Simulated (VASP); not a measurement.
Data:

```
CELL_PARAMETERS angstrom
      0.00000     2.60821     2.60821
      2.60821     0.00000     2.60821
      2.60821     2.60821     0.00000
ATOMIC_POSITIONS crystal
  Mg 0.00000 0.00000 0.00000
  S  0.50000 0.50000 0.50000
```

All values below come from TPSS meta-GGA, VASP's PBE PAW potentials (set 64) (plane waves; VASP 6.6.1). Run with 520 eV cut-off, 10×10×10 Γ-centred mesh, tetrahedra with Blöchl corrections, potentials Mg S.

Give the energies of bands 2 to 7 at the high-symmetry points, in eV from the valence-band maximum.

```csv
band,Γ,X,U,L,W
2,0.00,-4.22,-3.72,-4.83,-3.25
3,0.00,-1.69,-3.18,-0.59,-3.25
4,0.00,-1.69,-1.36,-0.59,-2.33
5,3.96,3.04,4.13,4.68,5.50
6,8.18,4.47,6.84,7.15,8.08
7,8.18,12.18,9.99,7.15,8.08
```

The gap is indirect, 3.04 eV, from the valence maximum at Γ to the conduction minimum at X.

The compound is MgS in the rock salt structure. It was relaxed first.
